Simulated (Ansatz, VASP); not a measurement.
# Cross-check of HfB between VASP and Ansatz, part 2 of 2

One calculation is typed for both programs; each brings its own data sets. How far apart do they land? The cell is taken from a series of runs on this material, whose earlier steps may have relaxed, scaled, displaced or heated it; both programs get it as it stands.

VASP 6.6.1 and Ansatz 0.2.0.

So far. Step 5 (Ansatz: single point, PBEsol, pair 2): The run ends at a pressure of 5.80 GPa.

### 6. VASP: single point, PBEsol, pair 2 (continued)

Level of this step: PBEsol; plane waves and PAW (Hf_pv, B) (VASP).

Numbers of over 12 decimals in the logs are rounded to 6 here.

From OUTCAR (step 6):

```text
  Total        1.0448708      1.0448708      1.0448708      0.0000000      0.0000000      0.0000000
  in kB       62.9211733     62.9211733     62.9211733      0.0000000      0.0000000      0.0000000
  external PRESSURE =      62.9211733 kB  Pullay stress =       0.0000000 kB

 POSITION                                       TOTAL-FORCE (eV/Angst)
 -----------------------------------------------------------------------------------
      2.36946      2.36946      2.36946         0.000000      0.000000     -0.000000
      0.00000      0.00000      0.00000        -0.000000     -0.000000      0.000000
 -----------------------------------------------------------------------------------
    total drift:                               -0.000000     -0.000000      0.000000

  FREE ENERGIE OF THE ION-ELECTRON SYSTEM (eV)
  ---------------------------------------------------
  free  energy   TOTEN  =       -18.3914964620 eV

  energy  without entropy=      -18.3927543695  energy(sigma->0) =      -18.39191576

[... 3 further parts left out ...]
[key lines of the parts left out:]
E-fermi :   4.5150
```

The run ends at a pressure of 6.29 GPa.

### 7. Differences

What differs besides the data sets and the points named for the pairs above, as far as they apply: the data sets hold 29 valence electrons in Ansatz (on its default PAW (the set named soft_2) files) and 13 in VASP. Total energies have different zeros and are not compared.

Compared:

```tsv
quantity	Ansatz	VASP	difference
pressure (GPa)	5.80	6.29	-0.49
```

### 8. Ansatz: single point, PBEsol, pair 3

With cell and atoms fixed, the geometry can't cause a difference; cores, projectors, grids and the points listed under the comparison can. The cell compared in this pair holds 28.25 Å³, against 26.61 Å³ for the pair before.

The cell is taken from a series of runs on this material, whose earlier steps may have relaxed, scaled, displaced or heated it; both programs get it as it stands.

The input, input.yaml:

```yaml
crystal:
  lattice:
    - [0.0, 2.4173374824, 2.4173374824]
    - [2.4173374824, 0.0, 2.4173374824]
    - [2.4173374824, 2.4173374824, 0.0]
  atoms:
    - { symbol: Hf, position: [0.5, 0.5, 0.5] }
    - { symbol: B, position: [0.0, 0.0, 0.0] }
kpoints:
  mp_grid: { grid: [16, 16, 16] }
hamiltonian:
  xc: pbesol
scf:
  occupations: { method: methfessel_paxton, width: 0.15 }
output:
  forces: true
  stress: true
  eigenvalues: true
```

Started as:

```console
ansatz run input.yaml --threads 4 --pin off --max-ram 7168MiB --backend cpu --events-out ev --progress --plain --runs-dir out
```

Log:

```text
[...]
Crystal: 2 atoms, lattice volume = 28.252 Å³
Basis set: ecut = 420 eV, 537 PW (Γ), exchange–correlation on 48×48×48 points (8 copies of the dense FFT grid, shifted against one another)
Bands: 19, of which v1, the nominal top of the filled ones, is band 15 counted from 1 (14 counted from 0)
Symmetry: 48 space group operations
[...]
k-points: 145 of 4096
[...]
--- Band table (eV; the first three rows and the last of 145) ---
  k-point 0: bands = [... 11 lower, 7.7357, 18.8332, 18.8332, 18.8332, 20.4981, 20.4981, 20.4981, 20.5125]
  k-point 1: bands = [... 11 lower, 7.8320, 18.4722, 18.7727, 18.7727, 19.6481, 19.6481, 20.6745, 21.6151]
  k-point 2: bands = [... 11 lower, 8.1150, 17.6970, 18.2498, 18.2498, 19.5151, 19.5151, 20.9530, 22.8393]
  k-point 144: bands = [... 11 lower, 11.3871, 15.4710, 15.4710, 15.6174, 21.6970, 21.6970, 23.4776, 23.5738]
[key lines of the parts left out:]
SCF converged after 7 iterations
Free energy (F): -15751.550635 eV
Fermi energy:    16.844052 eV
P = ⅓ Tr σ = -5.0146 GPa (-50.146 kbar)
```

The run ends at a pressure of -5.01 GPa.

### 9. VASP: single point, PBEsol, pair 3

The same cell, functional, mesh and smearing now go to VASP, with its own data sets.

The input, INCAR:

```
SYSTEM = HfB
PREC = Accurate
ENCUT = 500
EDIFF = 1E-06
NELM = 120
ISMEAR = 1
SIGMA = 0.15
LREAL = .FALSE.
ALGO = Normal
GGA = PS
NBANDS = 12
LASPH = .TRUE.
LORBIT = 11
LWAVE = .FALSE.
LCHARG = .FALSE.
ISIF = 2
GGA_COMPAT = .FALSE.
```

The input, POSCAR:

```
HfB
1.0
    0.0000000000      2.4173374824      2.4173374824
    2.4173374824      0.0000000000      2.4173374824
    2.4173374824      2.4173374824      0.0000000000
Hf B
1 1
Direct
    0.5000000000      0.5000000000      0.5000000000
    0.0000000000      0.0000000000      0.0000000000
```

The input, KPOINTS:

```
Automatic mesh
0
Gamma
16 16 16
0 0 0
```

Potentials, in the order of the species: Hf_pv and B (PBE family, release 64).

Started as:

```console
mpirun -np 1 vasp_std
```

Log:

```text
[... set-up lines as in an earlier step ...]
 entering main loop
       N       E                     dE             d eps       ncg     rms          rms(c)
DAV:   1     0.151508391513E+02    0.15151E+02   -0.69601E+03  3488   0.967E+02
DAV:   2    -0.189871756921E+02   -0.34138E+02   -0.32546E+02  4296   0.189E+02
DAV:   3    -0.200022190444E+02   -0.10150E+01   -0.10044E+01  4448   0.224E+01
DAV:   4    -0.200079491499E+02   -0.57301E-02   -0.57225E-02  3948   0.200E+00
[...]
DAV:   9    -0.183972370867E+02    0.18834E-03   -0.27958E-03  4064   0.418E-01    0.258E-01
DAV:  10    -0.183972352798E+02    0.18068E-05   -0.68258E-05  4276   0.653E-02    0.254E-02
DAV:  11    -0.183972356937E+02   -0.41389E-06   -0.24596E-06  3876   0.111E-02
   1 F= -.18397236E+02 E0= -.18397734E+02  d E =0.149354E-02
```

Parts of OUTCAR (step 9):

```text
  Total       -0.8528513     -0.8528513     -0.8528513      0.0000000      0.0000000     -0.0000000
  in kB      -48.3662090    -48.3662090    -48.3662090      0.0000000      0.0000000     -0.0000000
  external PRESSURE =     -48.3662090 kB  Pullay stress =       0.0000000 kB

 POSITION                                       TOTAL-FORCE (eV/Angst)
 -----------------------------------------------------------------------------------
      2.41734      2.41734      2.41734         0.000000     -0.000000      0.000000
      0.00000      0.00000      0.00000        -0.000000      0.000000     -0.000000
 -----------------------------------------------------------------------------------
    total drift:                                0.000000      0.000000      0.000000

  FREE ENERGIE OF THE ION-ELECTRON SYSTEM (eV)
  ---------------------------------------------------
  free  energy   TOTEN  =       -18.3972356937 eV

  energy  without entropy=      -18.3987292356  energy(sigma->0) =      -18.39773354

[... 1 part as in an earlier step ...]

[... 2 further parts left out ...]
[key lines of the parts left out:]
E-fermi :   4.1552
```

The run ends at a pressure of -4.84 GPa.

### 10. Side by side

What differs besides the data sets and the points named for the pairs above, as far as they apply: the data sets hold 29 valence electrons in Ansatz (on its default PAW (the set named soft_2) files) and 13 in VASP. Total energies have different zeros and are not compared.

Both answers:

```tsv
quantity	Ansatz	VASP	difference
pressure (GPa)	-5.01	-4.84	-0.18
```

### 11. Outcome

- difference in pressure (single point, PBEsol, pair 1): -1.0 GPa
- difference in pressure (single point, PBEsol, pair 2): -0.49 GPa
- difference in pressure (single point, PBEsol, pair 3): -0.18 GPa

**Reading.** The difference in pressure is -1.0 GPa (single point, PBEsol, pair 1), at about the 1 GPa picked in this series as the mark of a large difference. The data sets hold unlike numbers of valence electrons (29 in Ansatz and 13 in VASP), so part of the differences comes from the potentials. How closely two codes agree says nothing of how well the functional describes the real material.

[Lines on the potential files, build, host, timing and source positions are cut from VASP's logs without a mark.]

[Logs are printed without paths, hosts, clocks, repeated set-up lines and the standing remarks that a program may print on its own settings, such as how far it seeks lower states.]

[Hosts, paths, dates, database ids (printed as entryN), source tags and the programs' standing remarks are cut or masked in the printed files.]
